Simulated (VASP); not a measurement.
Given:

```yaml
crystal:
  lattice:
    - [2.93230, 0.00000, 0.00000]
    - [-1.46615, 2.53945, 0.00000]
    - [0.00000, 0.00000, 5.52251]
  atoms:
    - { symbol: Rh, position: [0.00000, 0.00000, 0.00000] }
    - { symbol: Rh, position: [0.00000, 0.00000, 0.50000] }
    - { symbol: B, position: [0.33333, 0.66667, 0.25000] }
    - { symbol: B, position: [0.66667, 0.33333, 0.75000] }
```

These are PBEsol GGA, VASP's PBE PAW potentials (set 64) (plane waves; VASP 6.6.1) values and carry that method's errors. Settings: 520 eV cut-off, Gaussian smearing of 0.050 eV, potentials Rh_pv B.

Task: Predict the band gap (along the path) with the smallest direct gap where there is one.

Result: 
```yaml
band gap (along the path): none (metal, semimetal or under 0.01 eV)
```

Total energies compare only between runs with the same potentials, cut-off and functional.

The structure was generated: RhB was put into the NiAs type type (P6_3/mmc), which need not be its known phase. It was relaxed first, which changed the volume by -27 %.
